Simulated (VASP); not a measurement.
Given:

```
CELL_PARAMETERS angstrom
      0.00000     2.26310     2.26310
      2.26310     0.00000     2.26310
      2.26310     2.26310     0.00000
ATOMIC_POSITIONS crystal
  Hf 0.00000 0.00000 0.00000
  N  0.50000 0.50000 0.50000
```

All values below come from TPSS meta-GGA, VASP's PBE PAW potentials (set 64) (plane waves; VASP). Run with 520 eV cut-off, 16×16×16 Γ-centred mesh, tetrahedra with Blöchl corrections, potentials Hf_pv N.

Question: Give the energies of bands 5 to 10 at the high-symmetry points, in eV from the Fermi level.

Answer: 
| band | Γ | X | U | L | W |
|---|---|---|---|---|---|
| 5 | -3.06 | -5.52 | -6.41 | -8.95 | -6.19 |
| 6 | -3.06 | -3.87 | -5.63 | -6.21 | -5.56 |
| 7 | -3.06 | -3.75 | -4.99 | -6.21 | -5.56 |
| 8 | -0.37 | -3.75 | -0.89 | 3.26 | 1.10 |
| 9 | -0.37 | 4.25 | 3.85 | 3.68 | 1.10 |
| 10 | -0.37 | 5.48 | 4.42 | 3.68 | 5.50 |

It has no gap at this level: it comes out as a metal or semimetal.

The compound is HfN in the rock salt structure. It was relaxed first. The electron count is odd and the run is not spin-polarised, which forces a metal.
